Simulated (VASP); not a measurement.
Consider the following.

```
CELL_PARAMETERS angstrom
      0.00000     2.54500     2.54500
      2.54500     0.00000     2.54500
      2.54500     2.54500     0.00000
ATOMIC_POSITIONS crystal
  Zr 0.00000 0.00000 0.00000
  O  0.25000 0.25000 0.25000
  O  0.75000 0.75000 0.75000
```

These are PBE GGA, VASP's PBE PAW potentials (set 64) (plane waves; VASP 6.6.1) values and carry that method's errors. Settings: 400 eV cut-off, 11×11×11 Γ-centred mesh, Fermi-Dirac smearing of 0.050 eV, potentials Zr_sv O.

At this cut-off the stress carries a Pulay error, which pulls relaxed volumes low.

Question: Predict the energy per atom (σ→0), pressure.

Answer: 
The energy per atom (σ→0) is -9.532 eV/atom and the pressure is -2.07 GPa.

The absolute energy has meaning only against runs of the same code, potentials and settings.

The structure is a typed ZrO2 crystal (Fm-3m). The cell was not relaxed at this level.
